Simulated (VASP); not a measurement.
Data:

```xyz
1
Lattice="3.2146 0.0000 0.0000 0.0000 3.2146 0.0000 0.0000 0.0000 3.2146" Properties=species:S:1:pos:R:3 pbc="T T T"
Gd     0.0000     0.0000     0.0000
```

Level of theory: r2SCAN meta-GGA, VASP's PBE PAW potentials (set 64) (plane waves; VASP). Settings: 400 eV cut-off, 13×13×13 Γ-centred mesh, tetrahedra with Blöchl corrections, potentials Gd_3.

The 4f electrons are frozen in the core of the lanthanide potential, so 4f levels, which can set the real gap, and their magnetism are missing.

Task: Give the energies of bands 4 to 7 at the high-symmetry points, in eV from the Fermi level.

Result: 
```json
[
 {"band": "4", "Γ": "-4.78", "X": "-1.76", "M": "-2.46", "R": "-0.95"},
 {"band": "5", "Γ": "-0.88", "X": "-0.01", "M": "0.27", "R": "-0.95"},
 {"band": "6", "Γ": "-0.88", "X": "0.33", "M": "3.06", "R": "-0.95"},
 {"band": "7", "Γ": "3.06", "X": "3.06", "M": "3.85", "R": "3.05"}
]
```

It has no gap at this level: it comes out as a metal or semimetal.

The structure was generated: Gd was put into the simple-cubic type (Pm-3m), which need not be its known phase. It was relaxed first, which changed the volume by -11 %.
